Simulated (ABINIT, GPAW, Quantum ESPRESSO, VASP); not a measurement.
Code comparison for NaF (Fm-3m, 2 atoms in the cell)

Self-consistent single point.

```xyz
2
Lattice="0.0000 2.3150 2.3150 2.3150 0.0000 2.3150 2.3150 2.3150 0.0000" Properties=species:S:1:pos:R:3 pbc="T T T"
Na     0.0000     0.0000     0.0000
F      2.3150     2.3150     2.3150
```

All programs got the same cell, k-point mesh and kind of occupations (in Quantum ESPRESSO's words: occupations = smearing; smearing = fd; degauss = 0.0036749 Ry; K_POINTS = automatic 6 6 6 0 0 0); potentials, basis and cutoffs are each program's usual ones.

```tsv
code	model	gap on the mesh (eV)	cutoff
Quantum ESPRESSO	PBE, PseudoDojo standard norm-conserving (PBE) pseudopotentials	6.354	90 Ry
VASP	PBE, VASP's PBE PAW potentials (set 64)	6.332	400 eV
GPAW	PBE, GPAW PAW datasets PBE (gpaw-data 1.0.1)	6.341	900 eV
ABINIT	PBE, norm-conserving pseudopotentials (PseudoDojo nc-sr-05 PBE standard)	6.354	44 Ha
```

Gaps are read on the mesh.

The spread over the programs that give each value: gap on the mesh within 0.022 eV.

The starting cell has typed, rounded lattice constants, without a prior relaxation at this level.

Task: Why do the programs differ, and what cannot be compared?

Result: Differences of this kind can come from the potentials, where these differ, and from what each basis and cutoff leave unconverged. The valence holds different numbers of electrons (Quantum ESPRESSO 16, VASP 14, GPAW 14, ABINIT 16). The zero of total energies and Fermi levels follows the potentials and each program's conventions, so they are not compared here. 

Left out of this page: Ansatz, CP2K, FLEUR and SIESTA (not drawn, or without a comparable value); Elk (failed or unconverged).
